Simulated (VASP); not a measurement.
# Sc3TaH (Pm-3m) in VASP: further runs

Runs on Sc3TaH. Level: PBE. Tasks: single point, relaxation of cell and atoms.

Program: VASP 6.6.1. These are calculated values, not measurements. Logs are shortened: lines on timing, memory, paths and dates and some standing lists are left out, and cuts for length are marked.

## (1) The cell of the first run

Symmetry: Pm-3m, No. 221, cubic system. The conventional cell has a = 4.266 Å, b = 4.266 Å, c = 4.266 Å, α = 90.00°, β = 90.00°, γ = 90.00°. Sc (site symmetry 4/mmm) has 2 H at 2.13 Å as nearest neighbours. Ta (site symmetry m-3m) has 12 Sc at 3.02 Å as nearest neighbours. H (site symmetry m-3m) is surrounded by 6 Sc at 2.13 Å.

The cell was built by a generator and needn't be a form met in nature.

## (2) Single point, PBE (species swapped into the LuBRh3 type (Pm-3m, No. 221))

INCAR

```
PREC = Accurate ; ENCUT = 520
EDIFF = 1E-6 ; ISMEAR = 0
SIGMA = 0.1 ; LREAL = F
LASPH = T ; NELM = 100
ALGO = Normal ; ISIF = 2
LWAVE = F ; LCHARG = T
GGA = PE ; LELF = T
LVHAR = T ; NBANDS = 30
```

KPOINTS

```
regular mesh
0
Gamma
  4 4 4
```

POSCAR

```
Sc3TaH
1.0
    4.2660289400      0.0000000000      0.0000000000
    0.0000000000      4.2660289400      0.0000000000
    0.0000000000      0.0000000000      4.2660289400
Sc Ta H
3 1 1
Direct
    0.0000000000      0.5000000000      0.5000000000
    0.5000000000      0.0000000000      0.5000000000
    0.5000000000      0.5000000000      0.0000000000
    0.0000000000      0.0000000000      0.0000000000
    0.5000000000      0.5000000000      0.5000000000
```

Potentials or basis: VASP PAW PBE potentials, release 64 (Sc_sv, Ta_pv, H).

Run with:

```sh
> cat potpaw_PBE.64/Sc_sv/POTCAR potpaw_PBE.64/Ta_pv/POTCAR potpaw_PBE.64/H/POTCAR > POTCAR
> mpirun -np 1 vasp_std > vasp.out
```

OUTCAR:

```text
PREC = Accurate
   ENCUT = 520
   EDIFF = 1E-6
   ISMEAR = 0
   LREAL = F
   LASPH = T
   NELM = 100
   ISIF = 2
   GGA = PE

 ion  position               nearest neighbor table
   1  0.000  0.500  0.500-   5 2.13   5 2.13   4 3.02   2 3.02   3 3.02   4 3.02   2 3.02   4 3.02
                             4 3.02   2 3.02   3 3.02   3 3.02   3 3.02   2 3.02
   2  0.500  0.000  0.500-   5 2.13   5 2.13   4 3.02   1 3.02   3 3.02   4 3.02   1 3.02   3 3.02
                             3 3.02   3 3.02   1 3.02   4 3.02   4 3.02   1 3.02
   3  0.500  0.500  0.000-   5 2.13   5 2.13   4 3.02   1 3.02   1 3.02   2 3.02   2 3.02   2 3.02
                             4 3.02   2 3.02   1 3.02   4 3.02   1 3.02   4 3.02
   4  0.000  0.000  0.000-   1 3.02   2 3.02   3 3.02   1 3.02   2 3.02   1 3.02   3 3.02   1 3.02
                             2 3.02   3 3.02   2 3.02   3 3.02
   5  0.500  0.500  0.500-   1 2.13   2 2.13   3 2.13   3 2.13   2 2.13   1 2.13

  LATTYP: Found a simple cubic cell.
 ALAT       =     4.2660289400

  Lattice vectors:

 A1 = (   4.2660289400,   0.0000000000,   0.0000000000)
 A2 = (   0.0000000000,   4.2660289400,   0.0000000000)
 A3 = (   0.0000000000,   0.0000000000,   4.2660289400)

Analysis of symmetry for initial positions (statically):
=====================================================================
 Subroutine PRICEL returns:
 Original cell was already a primitive cell.

 Routine SETGRP: Setting up the symmetry group for a
 simple cubic supercell.

 Subroutine GETGRP returns: Found 48 space group operations
 (whereof 48 operations were pure point group operations)
 out of a pool of 48 trial point group operations.

The static configuration has the point symmetry O_h .

Analysis of symmetry for dynamics (positions and initial velocities):
=====================================================================
 Subroutine PRICEL returns:
 Original cell was already a primitive cell.

 Routine SETGRP: Setting up the symmetry group for a
 simple cubic supercell.

 Subroutine GETGRP returns: Found 48 space group operations
 (whereof 48 operations were pure point group operations)
 out of a pool of 48 trial point group operations.

The dynamic configuration has the point symmetry O_h .

 Subroutine INISYM returns: Found 48 space group operations
 (whereof 48 operations are pure point group operations),
 and found     1 'primitive' translations

----------------------------------------------------------------------------------------

                                     Primitive cell

  volume of cell :      77.6375
[... 85 lines left out ...]
   NFREE  =      0    steps in history (QN), initial steepest desc. (CG)
   ISIF   =      2    stress and relaxation
   ISYM   =      2    0-nonsym 1-usesym 2-fastsym
   POTIM  = 0.5000    time-step for ionic-motion
   TEBEG  =    0.0;   TEEND  =   0.0 temperature during run
   PSTRESS=    0.0 pullay stress
   NELECT =      45.0000    total number of electrons
   NUPDOWN=      -1.0000    fix difference up-down
   EMIN   =  10.00;   EMAX   =-10.00  energy-range for DOS
   EFERMI =   0.00;   METHOD = LEGACY
   ISMEAR =     0;   SIGMA  =   0.10  broadening in eV -4-tet -1-fermi 0-gaus
   EFERMI_NEDOS =   21; number of points for ismear=-14 and -15
   IALGO  =     38    algorithm
   IMIX   =      4    mixing-type and parameters
     AMIX     =   0.40;   BMIX     =  1.00
     AMIX_MAG =   1.60;   BMIX_MAG =  1.00
  volume/ion in A,a.u.               =      15.53       104.78
  Fermi-wavevector in a.u.,A,eV,Ry     =   1.364966  2.579412 25.349457  1.863133
  Thomas-Fermi vector in A             =   2.491236
   LORBIT       =      0    0 simple, 1 ext, 2 COOP (PROOUT), +10 PAW based schemes
   GGA     = PE    functional components
   LHFCALC =     F    Hartree Fock is set to
   AEXX    =    0.0000 exact exchange contribution
   IVDW    =     0    specifies the selected vdW correction
   LEPSILON=     F    determine dielectric tensor
   LRPA    =     F    only Hartree local field effects (RPA)
 non-spin polarized calculation
 Gauss-broadening in eV      SIGMA  =   0.10
  energy-cutoff  :      520.00
  volume of cell :       77.64
 maximum number of plane-waves:      2176
 NGX is ok and might be reduce to    32
   NGX = 15   NGY = 15   NGZ = 15

 number of electron      45.0000015 magnetization

 Free energy of the ion-electron system (eV)
  ---------------------------------------------------
  ext. energy  EPLUGINS =         0.00000000
  ---------------------------------------------------
  free energy    TOTEN  =       -33.66136559 eV

  energy without entropy =      -33.63339700  energy(sigma->0) =      -33.64738130

 E-fermi :   5.4533     XC(G=0): -11.3776

 val. band max:        5.4433383950   @ k =   0.5000   0.0000   0.0000
 cond. band min:       5.4604189267   @ k =   0.5000   0.2500   0.0000
 fundamental gap:      0.0170805317
 Fermi energy:         5.4533030566

 k-point     1 :       0.0000    0.0000    0.0000
  band No.  band energies     occupation
      1     -43.4520      2.00000
      2     -43.2881      2.00000
      3     -43.2881      2.00000
      4     -28.3773      2.00000
      5     -28.3773      2.00000
      6     -28.3773      2.00000
[... 319 lines left out ...]
     29       7.1280      0.00000
     30       7.1280      0.00000

------------------------ aborting loop because EDIFF is reached ----------------------------------------

  FORCE on cell =-STRESS in cart. coord.  units (eV):
  Direction    XX          YY          ZZ          XY          YZ          ZX
  --------------------------------------------------------------------------------------
  -------------------------------------------------------------------------------------
  Total        6.2848147      6.2848147      6.2848147      0.0000000      0.0000000     -0.0000000
  in kB      129.6975198    129.6975198    129.6975198      0.0000000      0.0000000     -0.0000000
  external PRESSURE =     129.6975198 kB  Pullay stress =       0.0000000 kB

 VOLUME and BASIS-vectors are now :
 -----------------------------------------------------------------------------
  energy-cutoff  :      520.00
  volume of cell :       77.64
      direct lattice vectors                 reciprocal lattice vectors
     4.266028940  0.000000000  0.000000000     0.234410037  0.000000000  0.000000000
     0.000000000  4.266028940  0.000000000     0.000000000  0.234410037  0.000000000
     0.000000000  0.000000000  4.266028940     0.000000000  0.000000000  0.234410037

 POSITION                                       TOTAL-FORCE (eV/Angst)
 -----------------------------------------------------------------------------------
      0.00000      2.13301      2.13301         0.000000      0.000000      0.000000
      2.13301      0.00000      2.13301         0.000000      0.000000      0.000000
      2.13301      2.13301      0.00000         0.000000      0.000000      0.000000
      0.00000      0.00000      0.00000         0.000000      0.000000      0.000000
      2.13301      2.13301      2.13301         0.000000      0.000000      0.000000
 -----------------------------------------------------------------------------------
    total drift:                                0.000000     -0.000000     -0.000000

  FREE ENERGIE OF THE ION-ELECTRON SYSTEM (eV)
  ---------------------------------------------------
  free  energy   TOTEN  =       -33.6613655938 eV

  energy  without entropy=      -33.6333969997  energy(sigma->0) =      -33.64738130
```

OSZICAR:

```text
N       E                     dE             d eps       ncg     rms          rms(c)
DAV:   1     0.802687822362E+03    0.80269E+03   -0.20819E+04   600   0.162E+03
DAV:   2     0.290681656010E+02   -0.77362E+03   -0.76206E+03   792   0.699E+02
DAV:   3    -0.333151373434E+02   -0.62383E+02   -0.59576E+02  1028   0.240E+02
DAV:   4    -0.363453609687E+02   -0.30302E+01   -0.27829E+01   992   0.436E+01
DAV:   5    -0.364287376797E+02   -0.83377E-01   -0.82196E-01   992   0.793E+00    0.177E+01
DAV:   6    -0.343421275235E+02    0.20866E+01   -0.84190E+00   944   0.243E+01    0.784E+00
DAV:   7    -0.340430176366E+02    0.29911E+00   -0.48270E+00   904   0.860E+00    0.457E+00
DAV:   8    -0.336688792757E+02    0.37414E+00   -0.18068E+00   960   0.886E+00    0.993E-01
DAV:   9    -0.336619464979E+02    0.69328E-02   -0.62671E-02   952   0.251E+00    0.285E-01
DAV:  10    -0.336613474529E+02    0.59905E-03   -0.44753E-03  1026   0.602E-01    0.153E-01
DAV:  11    -0.336614951735E+02   -0.14772E-03   -0.72805E-04  1024   0.178E-01    0.754E-02
DAV:  12    -0.336613712940E+02    0.12388E-03   -0.70505E-04   866   0.166E-01    0.153E-02
DAV:  13    -0.336613686517E+02    0.26423E-05   -0.67042E-05   882   0.466E-02    0.109E-02
DAV:  14    -0.336613656767E+02    0.29750E-05   -0.11611E-05   712   0.204E-02    0.188E-03
DAV:  15    -0.336613655938E+02    0.82897E-07   -0.38846E-07   480   0.847E-03
   1 F= -.33661366E+02 E0= -.33647381E+02  d E =-.279686E-01
```

stdout:

```text
POSCAR found type information on POSCAR ScTaH
 POSCAR found :  3 types and       5 ions
 scaLAPACK will be used
 LDA part: xc-table for (Slater+PW92), standard interpolation
 POSCAR, INCAR and KPOINTS ok, starting setup
 FFT: planning ... GRIDC
 FFT: planning ... GRID_SOFT
 FFT: planning ... GRID
 WAVECAR not read
 entering main loop
```

Wall time 11 s (1 thread of Intel Xeon 6975P-C (Granite Rapids), shared host); peak memory 0.19 GiB.

Results:

```
Free energy            : -33.6614 eV
Pressure               : 13.0 GPa
Band gap on the k mesh : none (metal or under the smearing width)
```

Caveat: the k mesh is coarse (spacing up to 0.37 Å⁻¹), so the values aren't converged. The run has no spin-orbit coupling, so splittings on Ta are missing.

## (3) Single point, PBE (species swapped into the LuBRh3 type (Pm-3m, No. 221))

INCAR

```
SYSTEM = Sc3TaH
PREC = Accurate
ENCUT = 520
EDIFF = 1E-6
ISMEAR = 0
SIGMA = 0.1
LREAL = .False.
LASPH = .True.
NELM = 80
ALGO = Normal
ISIF = 2
LWAVE = .False.
LCHARG = .False.
GGA = PE
NBANDS = 30
```

KPOINTS

```
Automatic mesh
0
Gamma
  4 4 4
  0 0 0
```

Edit POSCAR of step 2 so:

```diff
@@ -2,5 +2,5 @@
 1.0
-    4.2660289400      0.0000000000      0.0000000000
-    0.0000000000      4.2660289400      0.0000000000
-    0.0000000000      0.0000000000      4.2660289400
+    4.4521691883      0.0000000000      0.0000000000
+    0.0000000000      4.4521691883      0.0000000000
+    0.0000000000      0.0000000000      4.4521691883
 Sc Ta H
```

Potentials or basis: VASP PAW PBE potentials, release 64 (Sc_sv, Ta_pv, H).

Run with:

```sh
> cat potpaw_PBE.64/Sc_sv/POTCAR potpaw_PBE.64/Ta_pv/POTCAR potpaw_PBE.64/H/POTCAR > POTCAR
> mpirun -np 1 vasp_std > vasp.out
```

OUTCAR:

```text
SYSTEM = Sc3TaH
   PREC = Accurate
   ENCUT = 520
   EDIFF = 1E-6
   ISMEAR = 0
   LREAL = .False.
   LASPH = .True.
   NELM = 80
   ISIF = 2
   GGA = PE

 ion  position               nearest neighbor table
   1  0.000  0.500  0.500-   2 3.15   3 3.15   4 3.15   3 3.15   4 3.15   2 3.15   4 3.15   4 3.15
                             2 3.15   3 3.15   3 3.15   2 3.15
   2  0.500  0.000  0.500-   1 3.15   3 3.15   4 3.15   3 3.15   4 3.15   1 3.15   3 3.15   3 3.15
                             1 3.15   4 3.15   4 3.15   1 3.15
   3  0.500  0.500  0.000-   1 3.15   2 3.15   4 3.15   1 3.15   2 3.15   2 3.15   4 3.15   2 3.15
                             1 3.15   4 3.15   1 3.15   4 3.15
   4  0.000  0.000  0.000-   1 3.15   2 3.15   3 3.15   1 3.15   2 3.15   1 3.15   3 3.15   1 3.15
                             2 3.15   3 3.15   2 3.15   3 3.15
   5  0.500  0.500  0.500-

  LATTYP: Found a simple cubic cell.
 ALAT       =     4.4521691883

  Lattice vectors:

 A1 = (   4.4521691883,   0.0000000000,   0.0000000000)
 A2 = (   0.0000000000,   4.4521691883,   0.0000000000)
 A3 = (   0.0000000000,   0.0000000000,   4.4521691883)

Analysis of symmetry for initial positions (statically):
[... 169 lines left out ...]
 cond. band min:       4.5667272924   @ k =   0.5000   0.5000   0.0000
 fundamental gap:      0.0576276187
 Fermi energy:         4.5501916540

 k-point     1 :       0.0000    0.0000    0.0000
  band No.  band energies     occupation
      1     -44.7068      2.00000
      2     -44.6107      2.00000
      3     -44.6107      2.00000
      4     -29.5321      2.00000
      5     -29.5321      2.00000
      6     -29.5321      2.00000
[... 319 lines left out ...]
     29       6.1042      0.00000
     30       6.1042      0.00000

------------------------ aborting loop because EDIFF is reached ----------------------------------------

  FORCE on cell =-STRESS in cart. coord.  units (eV):
  Direction    XX          YY          ZZ          XY          YZ          ZX
  --------------------------------------------------------------------------------------
  -------------------------------------------------------------------------------------
  Total       -0.0680393     -0.0680393     -0.0680393     -0.0000000      0.0000000     -0.0000000
  in kB       -1.2352522     -1.2352522     -1.2352522     -0.0000000      0.0000000     -0.0000000
  external PRESSURE =      -1.2352522 kB  Pullay stress =       0.0000000 kB

 VOLUME and BASIS-vectors are now :
 -----------------------------------------------------------------------------
  energy-cutoff  :      520.00
  volume of cell :       88.25
      direct lattice vectors                 reciprocal lattice vectors
     4.452169188  0.000000000  0.000000000     0.224609613  0.000000000  0.000000000
     0.000000000  4.452169188  0.000000000     0.000000000  0.224609613  0.000000000
     0.000000000  0.000000000  4.452169188     0.000000000  0.000000000  0.224609613

 POSITION                                       TOTAL-FORCE (eV/Angst)
 -----------------------------------------------------------------------------------
      0.00000      2.22608      2.22608         0.000000      0.000000      0.000000
      2.22608      0.00000      2.22608         0.000000      0.000000      0.000000
      2.22608      2.22608      0.00000         0.000000      0.000000      0.000000
      0.00000      0.00000      0.00000         0.000000      0.000000      0.000000
      2.22608      2.22608      2.22608         0.000000      0.000000      0.000000
 -----------------------------------------------------------------------------------
    total drift:                                0.000000      0.000000      0.000000

  FREE ENERGIE OF THE ION-ELECTRON SYSTEM (eV)
  ---------------------------------------------------
  free  energy   TOTEN  =       -34.0515845754 eV

  energy  without entropy=      -34.0185659960  energy(sigma->0) =      -34.03507529
```

stdout:

```text
POSCAR found type information on POSCAR ScTaH
 POSCAR found :  3 types and       5 ions
 scaLAPACK will be used
 LDA part: xc-table for (Slater+PW92), standard interpolation
 POSCAR, INCAR and KPOINTS ok, starting setup
 FFT: planning ... GRIDC
 FFT: planning ... GRID_SOFT
 FFT: planning ... GRID
 WAVECAR not read
 entering main loop
```

It took 14 s on 1 thread of Intel Xeon 6975P-C (Granite Rapids), shared host; peak memory 0.21 GiB.

Results:

```
Free energy            : -34.0516 eV
Pressure               : -0.1 GPa
Band gap on the k mesh : none (metal or under the smearing width)
```

Levels at points of the mesh, in eV from the Fermi level:
```tsv
k point	band 19	band 20	band 21	band 22	band 23	band 24	band 25	band 26
(0.00, 0.00, 0.00)	-2.28	-1.35	-1.35	-1.35	1.40	1.40	1.40	2.09
(0.50, 0.00, 0.00)	-1.41	-0.48	-0.48	-0.46	0.10	0.16	0.16	1.05
(0.50, 0.50, 0.00)	-1.92	-0.84	-0.33	-0.33	-0.04	0.02	0.34	0.54
(0.50, 0.50, 0.50)	-2.52	-2.52	0.48	0.48	0.48	0.93	0.93	0.94
```

## (4) Relaxation of cell and atoms, PBE (species swapped into the LuBRh3 type (Pm-3m, No. 221))

INCAR

```
PREC     = Accurate       # precision mode
ENCUT    = 600            # plane-wave cutoff, eV
EDIFF    = 1E-6           # SCF threshold, eV
ISMEAR   = 0              # smearing method
SIGMA    = 0.1            # smearing width, eV
LREAL    = F              # projectors in reciprocal space
LASPH    = T              # aspherical terms in the spheres
NELM     = 80             # most SCF steps
ALGO     = Fast           # electronic algorithm
ISIF     = 3              # what is computed and relaxed
LWAVE    = F              # write WAVECAR
LCHARG   = F              # write CHGCAR
GGA      = PE             # functional
IBRION   = 2              # ionic algorithm
NSW      = 90             # ionic steps
EDIFFG   = -0.04          # ionic threshold
```

KPOINTS

```
Automatic mesh
0
Gamma
  4 4 4
```

Edit POSCAR of step 3 so:

```diff
@@ -2,5 +2,5 @@
 1.0
-    4.4521691883      0.0000000000      0.0000000000
-    0.0000000000      4.4521691883      0.0000000000
-    0.0000000000      0.0000000000      4.4521691883
+    4.2660289400      0.0000000000      0.0000000000
+    0.0000000000      4.2660289400      0.0000000000
+    0.0000000000      0.0000000000      4.2660289400
 Sc Ta H
```

Run with:

```sh
> cat potpaw_PBE.64/Sc_sv/POTCAR potpaw_PBE.64/Ta_pv/POTCAR potpaw_PBE.64/H/POTCAR > POTCAR
> mpirun -np 1 vasp_std > vasp.out
```

Wall time 51 s (1 thread of Intel Xeon 6975P-C (Granite Rapids), shared host); peak memory 0.22 GiB.

It converged, with:

| Property | Result |
| --- | --- |
| Free energy | -34.0502 eV |
| Relaxed volume | 17.61 Å³/atom |
| Relaxed cell | a = 4.449 Å, b = 4.449 Å, c = 4.449 Å, α = 90.00°, β = 90.00°, γ = 90.00° |
| Space group after relaxing (to 0.05 Å) | Pm-3m (No. 221) |
| Energy gained by relaxing | 77.4 meV/atom |
| Ionic steps | 3 |
| Pressure after relaxing | 0.1 GPa |
| Band gap on the k mesh | none (metal or under the smearing width) |

The path:
```csv
step,energy change (eV),largest force (eV/Å),pressure (GPa),volume (Å³)
1,0.0000,0.0000,13.04,77.64
2,-0.3304,0.0000,-3.85,92.72
3,-0.3871,0.0000,0.08,88.07
```

Final structure:
```
Sc Ta H
1.0
     4.44921    0.00000    0.00000
     0.00000    4.44921    0.00000
     0.00000    0.00000    4.44921
Sc Ta H
3 1 1
Direct
  0.00000 0.50000 0.50000
  0.50000 0.00000 0.50000
  0.50000 0.50000 0.00000
  0.00000 0.00000 0.00000
  0.50000 0.50000 0.50000
```

Levels at points of the mesh, in eV from the Fermi level:
```
           k point  band 20  band 21  band 22  band 23  band 24  band 25
(0.00, 0.00, 0.00)    -1.36    -1.36    -1.36     1.40     1.40     1.40
(0.50, 0.00, 0.00)    -0.48    -0.48    -0.46     0.10     0.16     0.16
(0.50, 0.50, 0.00)    -0.84    -0.33    -0.33    -0.04     0.02     0.34
(0.50, 0.50, 0.50)    -2.52     0.48     0.48     0.48     0.93     0.94
```

Caveat: the k mesh is coarse (spacing up to 0.37 Å⁻¹), so the values aren't converged. The run has no spin-orbit coupling, so splittings on Ta are missing.

## (5) The runs side by side

```csv
task,cell,cutoff (eV),mesh quality,gap on the mesh (eV),pressure (GPa)
single point,"species swapped into the LuBRh3 type (Pm-3m, No. 221)",520,coarse,none,13.0
single point,"species swapped into the LuBRh3 type (Pm-3m, No. 221)",520,not flagged,none,-0.1
relaxation of cell and atoms,"relaxed from: species swapped into the LuBRh3 type (Pm-3m, No. 221)",600,coarse,none,0.1
```

Alike in all rows: level PBE; potentials or basis VASP PAW PBE potentials, release 64 (Sc_sv, Ta_pv, H); no spin polarisation; k mesh 4 × 4 × 4; smearing gaussian 0.1 eV.

Caveats: some runs use coarse meshes.

Total energies depend on the potentials used, so only differences within one code and one set of settings carry meaning.
